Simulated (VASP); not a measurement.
Computed with r2SCAN meta-GGA, VASP's PBE PAW potentials (set 64) (plane waves; VASP).

The input files of a VASP run:

### KPOINTS
```
Automatic mesh
0
Gamma
12 12 12
0 0 0
```

POSCAR:
```
Cr
1.0
  2.9170515383   0.0000000000   0.0000000000
  0.0000000000   2.9170515383   0.0000000000
  0.0000000000   0.0000000000   2.9614736429
Cr
2
direct
  0.0000000000   0.0000000000   0.0000000000
  0.5000000000   0.5000000000   0.5000000000
```

### INCAR
```
SYSTEM = Cr
PREC = Accurate
ENCUT = 480
EDIFF = 1E-7
NELM = 100
ALGO = Normal
LREAL = .FALSE.
LASPH = .TRUE.
ISMEAR = 1
SIGMA = 0.1
METAGGA = R2SCAN
LMIXTAU = .TRUE.
LMAXMIX = 4
ISPIN = 2
MAGMOM = 2.7 -2.7
LORBIT = 10
LWAVE = .FALSE.
LCHARG = .FALSE.
ISIF = 2
IBRION = 2
NSW = 30
EDIFFG = -0.01
```

POTCAR, in this order: Cr_pv (PBE.64 set). Program: vasp_std.

The run wrote:

OSZICAR:
```
       N       E                     dE             d eps       ncg     rms          rms(c)
DAV:   1     0.217672676773E+03    0.21767E+03   -0.14212E+04 12552   0.176E+03
DAV:   2    -0.286640426118E+02   -0.24634E+03   -0.24456E+03 12936   0.501E+02
DAV:   3    -0.373742312546E+02   -0.87102E+01   -0.86424E+01 16880   0.107E+02
DAV:   4    -0.375104547206E+02   -0.13622E+00   -0.13620E+00 16320   0.133E+01
DAV:   5    -0.375138117003E+02   -0.33570E-02   -0.33569E-02 19312   0.131E+00    0.207E+01
DAV:   6    -0.298483175848E+02    0.76655E+01   -0.31787E+01 13712   0.734E+01    0.107E+01
DAV:   7    -0.299837783689E+02   -0.13546E+00   -0.18061E+00 13632   0.171E+01    0.472E+00
DAV:   8    -0.300924557130E+02   -0.10868E+00   -0.25089E-01 22592   0.325E+00    0.337E+00
DAV:   9    -0.301154179125E+02   -0.22962E-01   -0.43625E-02 15336   0.113E+00    0.300E+00
DAV:  10    -0.301286634183E+02   -0.13246E-01   -0.18416E-01 17200   0.335E+00    0.122E+00
DAV:  11    -0.301321281003E+02   -0.34647E-02   -0.95041E-03 14592   0.108E+00    0.552E-01
DAV:  12    -0.301321768429E+02   -0.48743E-04   -0.20368E-03 19520   0.439E-01    0.422E-01
DAV:  13    -0.301320543178E+02    0.12253E-03   -0.23142E-04 16184   0.166E-01    0.202E-01
DAV:  14    -0.301319712469E+02    0.83071E-04   -0.19708E-04 14632   0.129E-01    0.116E-01
DAV:  15    -0.301319550154E+02    0.16232E-04   -0.41061E-05 14640   0.785E-02    0.385E-02
DAV:  16    -0.301319349928E+02    0.20023E-04   -0.64202E-06 20560   0.198E-02    0.519E-03
DAV:  17    -0.301319355634E+02   -0.57056E-06   -0.74661E-07 15648   0.723E-03    0.153E-03
DAV:  18    -0.301319351411E+02    0.42232E-06   -0.61726E-08  7104   0.335E-03    0.104E-03
DAV:  19    -0.301319351358E+02    0.52419E-08   -0.16304E-08  6568   0.876E-04
   1 F= -.30131935E+02 E0= -.30131946E+02  d E =-.301319E+02  mag=     0.0000
```

OUTCAR:
```
------------------------ aborting loop because EDIFF is reached ----------------------------------------
  FORCE on cell =-STRESS in cart. coord.  units (eV):
  Direction    XX          YY          ZZ          XY          YZ          ZX
  --------------------------------------------------------------------------------------
  Total        0.8040072      0.8040072      0.0541996      0.0000000      0.0000000      0.0000000
  in kB       51.1180663     51.1180663      3.4459623      0.0000000      0.0000000      0.0000000
  external PRESSURE =      35.2273650 kB  Pullay stress =       0.0000000 kB
  volume of cell :       25.20
      direct lattice vectors                 reciprocal lattice vectors
     2.917051538  0.000000000  0.000000000     0.342811907  0.000000000  0.000000000
     0.000000000  2.917051538  0.000000000     0.000000000  0.342811907  0.000000000
     0.000000000  0.000000000  2.961473643     0.000000000  0.000000000  0.337669728
 POSITION                                       TOTAL-FORCE (eV/Angst)
 -----------------------------------------------------------------------------------
      0.00000      0.00000      0.00000        -0.000000      0.000000     -0.000000
      1.45853      1.45853      1.48074         0.000000     -0.000000      0.000000
 -----------------------------------------------------------------------------------
    total drift:                                0.000000      0.000000     -0.000000
  FREE ENERGIE OF THE ION-ELECTRON SYSTEM (eV)
  ---------------------------------------------------
  free  energy   TOTEN  =       -30.1319351358 eV

  energy  without entropy=      -30.1319662567  energy(sigma->0) =      -30.13194551

 total charge

# of ion       s       p       d       tot
------------------------------------------
    1        0.667   6.371   4.092  11.130
    2        0.667   6.371   4.092  11.130
--------------------------------------------------
tot          1.334  12.742   8.184  22.261

 magnetization (x)

# of ion       s       p       d       tot
------------------------------------------
    1        0.089   0.042   2.423   2.553
    2       -0.089  -0.042  -2.423  -2.553
--------------------------------------------------
tot          0.000   0.000   0.000   0.000

 reached required accuracy - stopping structural energy minimisation
```
(Selected blocks of OUTCAR.)

The compound is Cr in the bcc, AFM order structure. This cell was strained or had an atom moved on purpose.
